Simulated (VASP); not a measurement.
Here is the system:

```yaml
crystal:
  lattice:
    - [0.00000, 1.97485, 1.97485]
    - [1.97485, 0.00000, 1.97485]
    - [1.97485, 1.97485, 0.00000]
  atoms:
    - { symbol: Li, position: [0.00000, 0.00000, 0.00000] }
    - { symbol: F, position: [0.50000, 0.50000, 0.50000] }
```

All values below come from AM05 GGA, VASP's PBE PAW potentials (set 64) (plane waves; VASP 6.6.1). Run with 520 eV cut-off, 11×11×11 Γ-centred mesh, Gaussian smearing of 0.050 eV, potentials Li_sv F.

Problem. Give the stress tensor in GPa (positive for a compressed cell).

Solution. 
```
4.98  0.00  0.00
0.00  4.98  0.00
0.00  0.00  4.98
```
The pressure is its mean diagonal, 4.98 GPa.

The compound is LiF in the rock salt structure. This cell is one point of a volume scan, at 0.94 of the reference volume.
